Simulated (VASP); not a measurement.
Given:

```yaml
crystal:
  lattice:
    - [1.77844, -3.08035, 0.00000]
    - [1.77844, 3.08035, 0.00000]
    - [0.00000, 0.00000, 5.12190]
  atoms:
    - { symbol: Pt, position: [0.00000, 0.00000, 0.00000] }
    - { symbol: S, position: [0.33333, 0.66667, 0.23888] }
    - { symbol: S, position: [0.66667, 0.33333, 0.76112] }
```

Computed with r2SCAN+rVV10, VASP's PBE PAW potentials (set 64) (plane waves; VASP). Settings: 520 eV cut-off, 7×7×4 Γ-centred mesh, Gaussian smearing of 0.050 eV, potentials Pt S.

### Question
What does the run give for the energy per atom (σ→0)?

### Answer

The energy per atom (σ→0) is -2200.4 kJ/mol-atom.

Total energies compare only between runs with the same potentials, cut-off and functional.

The compound is PtS2 in the 1T layered structure. It was relaxed first. The start is the result of an earlier pass.
